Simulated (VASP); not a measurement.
**Ge6Si2 (ordered alloy cell): computed properties**

These are PBEsol GGA, VASP's PBE PAW potentials (set 64) (plane waves; VASP 6.6.1) values and carry that method's errors.

space group: Cmcm (63)
cell: a = 7.923 Å, b = 11.192 Å, c = 3.958 Å, α = β = γ = 90.00°
volume per atom: 21.94 Å³/atom
band gap (over mesh and band path): 0.16 eV
smallest direct gap (over mesh and band path): 0.16 eV
band-edge character: direct, Γ to Γ
density: 4.65 g/cm³

```
CELL_PARAMETERS angstrom
     -0.00214     5.60025     5.59599
      5.60025    -0.00214     5.59599
      2.79905     2.79905     0.00000
ATOMIC_POSITIONS crystal
  Si 0.00270 0.00270 0.99459
  Si 0.12230 0.12230 0.25541
  Ge 0.00167 0.49549 0.00285
  Ge 0.12333 0.62951 0.24715
  Ge 0.49549 0.00167 0.00285
  Ge 0.62951 0.12333 0.24715
  Ge 0.49985 0.49985 0.00030
  Ge 0.62515 0.62515 0.24970
```

The structure was generated: Ge6Si2 was put into an ordered model structure (Cmcm), which need not be its known phase. It was relaxed first. Symmetry was kept, so distortions that lower it aren't found.
